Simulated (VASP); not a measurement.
Energy against volume of PbF2 (fluorite). All values below come from r2SCAN+rVV10, VASP's PBE PAW potentials (set 64) (plane waves; VASP).

```tsv
V (Å³/atom)	E (eV/atom)
16.061	-23.06648
16.574	-23.08043
17.086	-23.08509
17.599	-23.08199
18.112	-23.07233
```

Fit a third-order Birch-Murnaghan equation of state.

```
Item                                            Result
---------------------------------------  -------------
volume per atom                          17.12 Å³/atom
bulk modulus                                  80.1 GPa
pressure derivative of the bulk modulus           4.80
lattice constant a                             5.901 Å
```

Measured: bulk modulus 64.0 GPa (computed value off by +25.1 %), a 5.940 Å (computed value off by -0.7 %), as given by E. Cadelano et al., The European Physical Journal B (2011), arXiv:1107.5962. The calculation is for a static lattice, while the measured bulk modulus, a hold thermal and zero-point effects, which are part of the difference.

The compound is PbF2 in the fluorite structure, the β form. It was relaxed first.
